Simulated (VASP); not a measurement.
A VASP calculation is set up with these files.

**POSCAR**
```
InSb
1
    0.0000000000     3.0735150000     3.0735150000
    3.0735150000     0.0000000000     3.0735150000
    3.0735150000     3.0735150000     0.0000000000
In Sb
1 1
Direct
  0.0000000000   0.0000000000   0.0000000000
  0.5000000000   0.5000000000   0.5000000000
```

INCAR:
```
SYSTEM = InSb
PREC = Accurate
ENCUT = 400
EDIFF = 1E-6
NELM = 100
ALGO = Normal
LREAL = .FALSE.
LASPH = .TRUE.
ISMEAR = 1
SIGMA = 0.1
METAGGA = R2SCAN
LMIXTAU = .TRUE.
LMAXMIX = 4
LWAVE = .FALSE.
LCHARG = .FALSE.
IBRION = 2
ISIF = 3
NSW = 60
EDIFFG = -0.01
```

**KPOINTS**
```
K-points
0
Gamma
9 9 9
0 0 0
```

POTCAR, in this order: In_d Sb (PBE.64 set). Program: vasp_std.

Question: Write an equivalent input for Ansatz.

Answer: One equivalent input (not run):
Ansatz 0.2 input:
```yaml
crystal:
  lattice:
    - [0.0000000, 3.0735150, 3.0735150]
    - [3.0735150, 0.0000000, 3.0735150]
    - [3.0735150, 3.0735150, 0.0000000]
  atoms:
    - { symbol: In, position: [0.0000000, 0.0000000, 0.0000000] }
    - { symbol: Sb, position: [0.5000000, 0.5000000, 0.5000000] }
kpoints:
  mp_grid: { grid: [9, 9, 9] }
hamiltonian:
  xc: r2scan
  pseudopotentials: { kind: paw }
scf:
  occupations: { method: methfessel_paxton, width: 0.1 }
  max_iter: 100
relax:
  max_steps: 60
  f_tol: 0.01
  cell: {}
output: { forces: true, stress: true, eigenvalues: true }
```
The two are equivalent in intent, not identical: each code has its own PAW files, so the cut-off isn't converted (ENCUT is set for VASP's; basis.ecutwfc is left out, and Ansatz then takes the one that its files recommend); Ansatz stops its SCF on the density residual and VASP on the energy change (EDIFF).

The structure comes from a computed database's InSb entry (Fm-3m); how it stands against other phases isn't given here. This run relaxes it. Symmetry was kept, so distortions that lower it aren't found.
